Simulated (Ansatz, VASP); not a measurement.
# Cross-check of SiO2 between VASP and Ansatz, part 2 of 2

One calculation is typed for both programs; each brings its own data sets. How far apart do they land? The cell is taken from a series of runs on this material, whose earlier steps may have relaxed, scaled, displaced or heated it; both programs get it as it stands.

VASP 6.6.1 and Ansatz 0.2.0.

So far: Starting point; Ansatz: relaxation of cell and atoms, LDA; VASP: relaxation of cell and atoms, LDA.

### Step 3. VASP: relaxation of cell and atoms, LDA (continued)

Level of this step: LDA; plane waves and PAW (Si, O) (VASP).

Numbers of over 12 decimals in the logs are rounded to 6 here.

Parts of OUTCAR (step 3):

```text
ion  position               nearest neighbor table
   1  0.465  0.000  0.667-   8 1.61   4 1.61   5 1.61   9 1.61   2 3.03   2 3.03   3 3.03   3 3.03

  LATTYP: Found a hexagonal cell.
 ALAT       =     4.8668030000
 C/A-ratio  =     1.1025784278

 Subroutine GETGRP returns: Found  6 space group operations
 (whereof  2 operations were pure point group operations)

The static configuration has the point symmetry C_2 .
 The point group associated with its full space group is D_3 .

 Found     24 irreducible k-points:

   k-points           NKPTS =     24   k-points in BZ     NKDIM =     24   number of bands    NBANDS=     33

   dimension x,y,z NGX =    40 NGY =   40 NGZ =   48
   dimension x,y,z NGXF=    80 NGYF=   80 NGZF=   96

   ENCUT  =  600.0 eV  44.10 Ry    6.64 a.u.   9.72  9.72 10.72*2*pi/ulx,y,z

   NELECT =      48.0000    total number of electrons

 k-points in reciprocal lattice and weights: Automatic mesh
   0.00000000  0.00000000  0.00000000       0.007
   0.16666667  0.00000000  0.00000000       0.042
   0.33333333  0.00000000  0.00000000       0.042
   0.50000000  0.00000000  0.00000000       0.021
   0.16666667  0.16666667  0.00000000       0.042
   0.33333333  0.16666667  0.00000000       0.083
   0.33333333  0.33333333  0.00000000       0.014
   0.00000000  0.00000000  0.25000000       0.014
   0.16666667  0.00000000  0.25000000       0.042
[...]
0.33333333  0.16666667  0.50000000       0.083
   0.33333333  0.33333333  0.50000000       0.014

 average (electrostatic) potential at core
       1 -87.8451       2 -87.8451       3 -87.8451       4 -73.2632       5 -73.2632
       6 -73.2632       7 -73.2632       8 -73.2632       9 -73.2632

 E-fermi :   4.0079

 k-point     1 :       0.0000    0.0000    0.0000
  band No.  band energies     occupation
    ...
     20       0.0442      2.00000
     21       0.0442      2.00000
     22       0.2251      2.00000
     23       0.8050      2.00000
     24       0.8050      2.00000
     25       6.9222      0.00000
     26      10.1254      0.00000
     27      10.1254      0.00000
     28      10.8102      0.00000
     29      10.8102      0.00000
    ...

 k-point     2 :       0.1667    0.0000    0.0000
  band No.  band energies     occupation
    ...
     20      -0.0190      2.00000
     21       0.0630      2.00000
     22       0.1840      2.00000
     23       0.8423      2.00000
     24       0.8816      2.00000
     25       7.3627      0.00000
     26      10.1748      0.00000
     27      10.2193      0.00000
     28      10.7306      0.00000
     29      10.9074      0.00000
    ...

 k-point     3 :       0.3333    0.0000    0.0000
  band No.  band energies     occupation
    ...
     20      -0.0328      2.00000
     21       0.0561      2.00000
     22       0.2793      2.00000
     23       0.8470      2.00000
     24       0.9986      2.00000
     25       8.3911      0.00000
     26      10.2783      0.00000
     27      10.2877      0.00000
     28      10.7702      0.00000
     29      11.2244      0.00000
    ...

  Total       -0.0022820     -0.0022820      0.0059864      0.0000000      0.0000000      0.0000000
  in kB       -0.0333011     -0.0333011      0.0873604      0.0000000      0.0000000      0.0000000
  external PRESSURE =       0.0069194 kB  Pullay stress =       0.0000000 kB

  energy-cutoff  :      600.00
  volume of cell :      109.79
      direct lattice vectors                 reciprocal lattice vectors
     4.861342356  0.000000001 -0.000000000     0.205704500  0.118763574  0.000000000
    -2.430671677  4.210045943 -0.000000000    -0.000000000  0.237527099  0.000000000
    -0.000000000 -0.000000000  5.364326487     0.000000000  0.000000000  0.186416692

 POSITION                                       TOTAL-FORCE (eV/Angst)
 -----------------------------------------------------------------------------------
      2.25421      0.00000      3.57622        -0.003941     -0.000000     -0.000000
      3.73424      1.95221      1.78811         0.001970     -0.003413     -0.000000
      1.30356      2.25784      5.36433         0.001970      0.003413     -0.000000
      1.32282      1.16870      4.17282         0.002353      0.000023     -0.001862
      3.18780      0.56125      2.38471        -0.001196      0.002027     -0.001862
      2.78139      2.48009      0.59660        -0.001157     -0.002049     -0.001862
      0.35072      1.72995      1.19151        -0.001157      0.002049      0.001862
     -1.10785      3.04134      2.97962         0.002353     -0.000023      0.001862
      0.75713      3.64880      4.76773        -0.001196     -0.002027      0.001862
 -----------------------------------------------------------------------------------
    total drift:                               -0.001674      0.000543      0.002466

  FREE ENERGIE OF THE ION-ELECTRON SYSTEM (eV)
  ---------------------------------------------------
  free  energy   TOTEN  =       -77.9339192298 eV

  energy  without entropy=      -77.9339192298  energy(sigma->0) =      -77.93391923

 reached required accuracy - stopping structural energy minimisation

 total charge
# of ion       s       p       d       tot
------------------------------------------
    1        0.657   1.028   0.000   1.684
    2        0.657   1.028   0.000   1.684
    3        0.657   1.028   0.000   1.684
    4        1.538   3.686   0.000   5.224
    5        1.538   3.686   0.000   5.224
    6        1.538   3.686   0.000   5.224
    7        1.538   3.686   0.000   5.224
    8        1.538   3.686   0.000   5.224
    9        1.538   3.686   0.000   5.224
--------------------------------------------------
tot         11.195  25.201   0.000  36.396

[... 3 further parts left out ...]
```

CONTCAR:

```
SiO2
   1.00000000000000
     4.8613423556943358    0.0000000006489705   -0.0000000000000000
    -2.4306716767241339    4.2100459430977155   -0.0000000000000000
    -0.0000000000000000   -0.0000000000000000    5.3643264865770748
  Si              O
     3     6
Direct
     0.4637017031034122    0.0000000000000569    0.6666665424000016
     0.9999999252000327    0.4637016636033676    0.3333332711999972
     0.5362983716965551    0.5362983363965754    1.0000000000000000
     0.4109105403516530    0.2775989654088307    0.7778830168275497
     0.7224010687913182    0.1333115533429765    0.4445497456275452
     0.8666885963570298    0.5890894811481910    0.1112164744275481
     0.2775989942087432    0.4109105188516057    0.2221167967724562
     0.1333117236430219    0.7224010345912760    0.5554500679724534
     0.5890894876482288    0.8666884466571199    0.8887835255724519
```

The gap is read on the k-mesh alone, so it is an upper bound where the band edges lie off the mesh. The run keeps the 6 symmetry operations of its start, so it cannot find a distortion of lower symmetry.

### Step 4. Differences

Known differences besides the potentials themselves: the two LDA forms differ slightly; fixed occupations in Ansatz, narrow Gaussian smearing in VASP; the cutoff is 420 eV in Ansatz and 600 eV in VASP; VASP's log shows a relativistic correction to its local exchange, Ansatz's none; Ansatz adds a Pulay correction to the stress that steers its cell, VASP none. Total energies have different zeros and are not compared.

Both answers:

```csv
quantity,Ansatz,VASP,difference
volume (Å³),110.06,109.79,+0.25 %
"edge a after relaxation, in the typed setting (Å)",4.867,4.861,+0.11 %
"edge c after relaxation, in the typed setting (Å)",5.366,5.364,+0.03 %
```

### Step 5. Summary of results

* difference in volume (relaxation of cell and atoms, LDA): 0.25 %

What this shows: The difference in volume is 0.25 % (relaxation of cell and atoms, LDA), within the 1.2 % picked in this series as the mark of a large difference, as far as the stopping tolerances let one tell. Such differences can come from data sets, numerical settings and the points named under the comparisons, not from the functional's error against experiment.

[Lines on the potential files, build, host, timing and source positions are cut from VASP's logs without a mark.]

[Logs are printed without paths, hosts, clocks, repeated set-up lines and the standing remarks that a program may print on its own settings, such as how far it seeks lower states.]

[Hosts, paths, dates, database ids (printed as entryN), source tags and the programs' standing remarks are cut or masked in the printed files.]
